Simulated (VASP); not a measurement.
```xyz
12
Lattice="6.8976 0.0000 0.0000 0.0000 2.8159 0.0000 0.0000 0.0000 24.5042" Properties=species:S:1:pos:R:3 pbc="T T T"
Al     4.5984     0.7040     7.7812
Al     6.8976     2.1120     8.5940
Al     2.2992     0.7040     9.4069
Al     4.5984     2.1120    10.2198
Al     0.0000     0.7040    11.0327
Al     2.2992     2.1120    11.8456
Al     4.5984     0.7040    12.6585
Al     0.0000     2.1120    13.4714
Al     2.2992     0.7040    14.2843
Al     4.5984     2.1120    15.0972
Al     0.0000     0.7040    15.9101
Al     2.2992     2.1120    16.7230
```

Level of theory: r2SCAN meta-GGA, VASP's PBE PAW potentials (set 64) (plane waves; VASP 6.6.1). Run with PREC = Normal, EDIFF = 1E-5, 400 eV cut-off, 4×10×1 Γ-centred mesh, first-order Methfessel-Paxton smearing of 0.10 eV, potentials Al.

Problem. The ions are relaxed. Predict the relaxed structure.

Solution. 
```xyz
12
Lattice="6.8976 0.0000 0.0000 0.0000 2.8159 0.0000 0.0000 0.0000 24.5042" Properties=species:S:1:pos:R:3 pbc="T T T"
Al     4.6420     0.7040     7.7819
Al     6.8721     2.1120     8.5984
Al     2.2997     0.7040     9.3049
Al     4.5873     2.1120    10.2251
Al     6.8807     0.7040    11.0242
Al     2.3055     2.1120    11.8129
Al     4.5921     0.7040    12.6913
Al     0.0169     2.1120    13.4800
Al     2.3103     0.7040    14.2790
Al     4.5979     2.1120    15.1992
Al     0.0255     0.7040    15.9058
Al     2.2557     2.1120    16.7222
```

Problem. How much energy does the relaxation gain?

Solution. The energy (σ→0) changes by -3.0 meV/atom, in 8 ionic steps.

The cell is a thin slab with vacuum, built from Al (fcc): (211) face.
